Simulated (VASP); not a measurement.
Data:

```
CELL_PARAMETERS angstrom
      1.83722    -3.18215     0.00000
      1.83722     3.18215     0.00000
      0.00000     0.00000    11.74312
ATOMIC_POSITIONS crystal
  La 0.00000 0.00000 0.50000
  La 0.00000 0.00000 0.00000
  La 0.33333 0.66667 0.25000
  La 0.66667 0.33333 0.75000
```

Method: PBE GGA with D3 dispersion (Becke-Johnson damping), VASP's PBE PAW potentials (set 64) (plane waves; VASP 6.6.1). Numerical set-up: 520 eV cut-off, Gaussian smearing of 0.050 eV, potentials La.

**Question.** Give the energies of bands 17 to 25 at the high-symmetry points, in eV from the Fermi level.

**Answer.** 
```csv
band,Γ,M,K,A,L,H
17,-3.15,-2.14,-1.09,-2.65,-1.85,-1.30
18,-1.90,-2.02,-1.09,-2.65,-1.85,-1.30
19,-1.80,-1.75,-0.77,-1.78,-1.49,-0.41
20,-1.80,-1.20,-0.59,-1.78,-1.49,-0.41
21,0.53,-0.79,-0.59,0.76,-1.24,-0.04
22,0.68,-0.31,0.07,0.76,-1.24,-0.04
23,1.22,-0.24,0.22,1.30,0.64,0.01
24,1.23,0.44,0.22,1.31,0.64,0.01
25,1.31,1.04,0.92,1.33,1.35,0.94
```

It has no gap at this level: it comes out as a metal or semimetal.

The compound is La in the dhcp structure. It was relaxed first, which changed the volume by -8 %.
